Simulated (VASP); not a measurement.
Input:

```
CELL_PARAMETERS angstrom
      2.78513     0.00000     0.00000
      0.00000     2.78513     0.00000
      0.00000     0.00000     4.00485
ATOMIC_POSITIONS crystal
  Ti 0.00000 0.00000 0.00000
  Al 0.50000 0.50000 0.50000
```

Level of theory: PBE GGA with D3 dispersion (Becke-Johnson damping), VASP's PBE PAW potentials (set 64) (plane waves; VASP 6.6.1). Run with 520 eV cut-off, 15×15×10 Γ-centred mesh, tetrahedra with Blöchl corrections, potentials Ti_sv Al.

Task: Estimate the energy per atom (σ→0), band gap (on the k-mesh) with the smallest direct gap where there is one.

Result: 
```json
{
 "band gap (on the k-mesh)": "none (metal, semimetal or under 0.01 eV)",
 "energy per atom (σ→0)": "-6.689 eV/atom"
}
```

The compound is TiAl in the L1_0 structure. It was relaxed first. The electron count is odd and the run is not spin-polarised, which forces a metal.
